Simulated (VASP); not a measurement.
Energy against volume of YN (rock salt). These are MS2 meta-GGA, VASP's PBE PAW potentials (set 64) (plane waves; VASP) values and carry that method's errors. Numerical set-up: 520 eV cut-off, 9×9×9 Γ-centred mesh, Gaussian smearing of 0.050 eV, potentials Y_sv N.

```csv
V (Å³/atom),E (eV/atom)
13.680,-10.31575
14.117,-10.34013
14.553,-10.34815
14.990,-10.34218
```

### Question
Fit these four points and predict the energy of the run at 15.427 Å³/atom.

### Answer
A cubic in V^(−2/3), the third-order Birch-Murnaghan form, passes through the four points with V0 = 14.57 Å³/atom and B0 = 170 GPa, and gives -10.3242 eV/atom there. The run gave -10.3242 eV/atom, -0.0 meV/atom from the fit; all five points give B0 = 170 GPa.

The compound is YN in the rock salt structure. It was relaxed first.
